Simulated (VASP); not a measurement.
The input files of a VASP run:

INCAR:
```
ALGO  =  Normal
EDIFF  =  1E-6
EDIFFG  =  -0.01
ENCUT  =  400
IBRION  =  2
ISIF  =  3
ISMEAR  =  1
LASPH  =  .True.
LCHARG  =  .False.
LMAXMIX  =  4
LMIXTAU  =  .True.
LREAL  =  .False.
LWAVE  =  .False.
METAGGA  =  R2SCAN
NELM  =  100
NSW  =  60
PREC  =  Accurate
SIGMA  =  0.1
SYSTEM  =  InBi
```

**POSCAR**
```
InBi
1.0
  0.0000000000   3.3835400000   3.3835400000
  3.3835400000   0.0000000000   3.3835400000
  3.3835400000   3.3835400000   0.0000000000
In Bi
1 1
Cartesian
  0.0000000000   0.0000000000   0.0000000000
  1.6917700000   1.6917700000   1.6917700000
```

**KPOINTS**
```
Regular mesh
0
gamma
  9 9 9
0 0 0
```

POTCAR, in this order: In_d Bi_d (PBE.64 set). Program: vasp_std.

Q: Translate this r2SCAN calculation to Ansatz.

A: One equivalent input (not run):
Ansatz 0.2 input:
```yaml
crystal:
  lattice:
    - [0.0000000, 3.3835400, 3.3835400]
    - [3.3835400, 0.0000000, 3.3835400]
    - [3.3835400, 3.3835400, 0.0000000]
  atoms:
    - { symbol: In, position: [0.0000000, 0.0000000, 0.0000000] }
    - { symbol: Bi, position: [0.2500000, 0.2500000, 0.2500000] }
kpoints:
  mp_grid: { grid: [9, 9, 9] }
hamiltonian:
  xc: r2scan
  pseudopotentials: { kind: paw }
scf:
  occupations: { method: methfessel_paxton, width: 0.1 }
  max_iter: 100
relax:
  max_steps: 60
  f_tol: 0.01
  cell: {}
output: { forces: true, stress: true, eigenvalues: true }
```
Limits of the translation: each code has its own PAW files, so the cut-off isn't converted (ENCUT is set for VASP's; basis.ecutwfc is left out, and Ansatz then takes the one that its files recommend); Ansatz stops its SCF on the density residual and VASP on the energy change (EDIFF).

The structure comes from a computed database's InBi entry (F-43m); how it stands against other phases isn't given here. This run relaxes it. Symmetry was kept, so distortions that lower it aren't found.
